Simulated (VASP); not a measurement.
OSZICAR of a VASP run on C (graphite):

**OSZICAR**
```
       N       E                     dE             d eps       ncg     rms          rms(c)
DAV:   1     0.523875091810E+02    0.52388E+02   -0.85105E+03   576   0.127E+03
DAV:   2    -0.409385634113E+02   -0.93326E+02   -0.83471E+02   828   0.237E+02
DAV:   3    -0.454559811229E+02   -0.45174E+01   -0.44700E+01   704   0.521E+01
DAV:   4    -0.455117381346E+02   -0.55757E-01   -0.55662E-01   720   0.673E+00
DAV:   5    -0.455129462540E+02   -0.12081E-02   -0.12073E-02   732   0.972E-01    0.828E+00
DAV:   6    -0.415885753902E+02    0.39244E+01   -0.20558E+00   640   0.107E+01    0.604E+00
DAV:   7    -0.379225087275E+02    0.36661E+01   -0.34892E-01   680   0.647E+00    0.131E+00
DAV:   8    -0.394508363790E+02   -0.15283E+01   -0.11556E+00   616   0.896E+00    0.137E+00
DAV:   9    -0.402812570514E+02   -0.83042E+00   -0.12356E-01   672   0.333E+00    0.743E-01
DAV:  10    -0.400961291966E+02    0.18513E+00   -0.15518E-02   620   0.150E+00    0.620E-01
DAV:  11    -0.394898145431E+02    0.60631E+00   -0.21608E-01   608   0.459E+00    0.212E-01
DAV:  12    -0.397007048079E+02   -0.21089E+00   -0.45205E-02   584   0.250E+00    0.154E-01
DAV:  13    -0.397005166573E+02    0.18815E-03   -0.29618E-04   752   0.162E-01    0.148E-01
DAV:  14    -0.397226894524E+02   -0.22173E-01   -0.39300E-03   600   0.783E-01    0.206E-01
DAV:  15    -0.397294407284E+02   -0.67513E-02   -0.14104E-03   700   0.466E-01    0.166E-01
DAV:  16    -0.397306990956E+02   -0.12584E-02   -0.58872E-04   640   0.308E-01    0.140E-01
DAV:  17    -0.397307346807E+02   -0.35585E-04   -0.15527E-05   692   0.469E-02    0.134E-01
DAV:  18    -0.397307638246E+02   -0.29144E-04   -0.27837E-05   664   0.578E-02    0.857E-02
DAV:  19    -0.397308379559E+02   -0.74131E-04   -0.15050E-05   632   0.538E-02    0.305E-02
DAV:  20    -0.397308393474E+02   -0.13915E-05   -0.26628E-06   684   0.192E-02    0.205E-02
DAV:  21    -0.397308401584E+02   -0.81102E-06   -0.17275E-07   456   0.498E-03
   1 F= -.39730840E+02 E0= -.39730162E+02  d E =-.397308E+02
       N       E                     dE             d eps       ncg     rms          rms(c)
DAV:   1    -0.397304761567E+02    0.36319E-03   -0.94472E-03   636   0.105E+00    0.653E-02
DAV:   2    -0.397302100552E+02    0.26610E-03   -0.23010E-04   668   0.161E-01    0.510E-02
DAV:   3    -0.397299680842E+02    0.24197E-03   -0.52328E-04   616   0.256E-01    0.470E-03
DAV:   4    -0.397305049671E+02   -0.53688E-03   -0.13749E-04   596   0.130E-01    0.386E-03
DAV:   5    -0.397305171930E+02   -0.12226E-04   -0.13175E-05   672   0.442E-02    0.102E-03
DAV:   6    -0.397305222533E+02   -0.50603E-05   -0.28547E-06   608   0.207E-02    0.151E-03
DAV:   7    -0.397305211656E+02    0.10877E-05   -0.52069E-07   440   0.840E-03    0.804E-04
DAV:   8    -0.397305227721E+02   -0.16065E-05   -0.33418E-07   432   0.618E-03    0.481E-04
DAV:   9    -0.397305229651E+02   -0.19296E-06   -0.18250E-08   360   0.172E-03
   2 F= -.39730523E+02 E0= -.39729845E+02  d E =0.317193E-03
       N       E                     dE             d eps       ncg     rms          rms(c)
DAV:   1    -0.397308732396E+02   -0.35047E-03   -0.47258E-03   640   0.741E-01    0.459E-02
DAV:   2    -0.397307332294E+02    0.14001E-03   -0.11596E-04   648   0.116E-01    0.358E-02
DAV:   3    -0.397306681679E+02    0.65062E-04   -0.24406E-04   600   0.174E-01    0.303E-03
DAV:   4    -0.397309008515E+02   -0.23268E-03   -0.57449E-05   592   0.837E-02    0.282E-03
DAV:   5    -0.397309073325E+02   -0.64810E-05   -0.65380E-06   672   0.308E-02    0.613E-04
DAV:   6    -0.397309098068E+02   -0.24743E-05   -0.13370E-06   464   0.144E-02    0.102E-03
DAV:   7    -0.397309091774E+02    0.62941E-06   -0.26798E-07   428   0.570E-03
   3 F= -.39730909E+02 E0= -.39730231E+02  d E =-.690190E-04
```

Task: Which electronic solver shows in the log?

Result: It is blocked Davidson (ALGO = Normal, or the opening steps of other solvers). The INCAR had ALGO = Normal.

Task: Can the final energy be trusted as converged?

Result: Self-consistency was reached. It stopped with EDIFF = 1E-6, NELM = 100, NSW = 60 and EDIFFG = -0.02 after 3 ionic steps (r2SCAN meta-GGA, plane waves, VASP's PBE PAW potentials (set 64)).

The compound is C in the graphite structure. This run relaxes it. Symmetry was kept, so distortions that lower it aren't found. The k-mesh is coarse (spacing up to 0.33 per Å, 2π included), so the numbers may not be converged in it. The start is the result of an earlier pass.
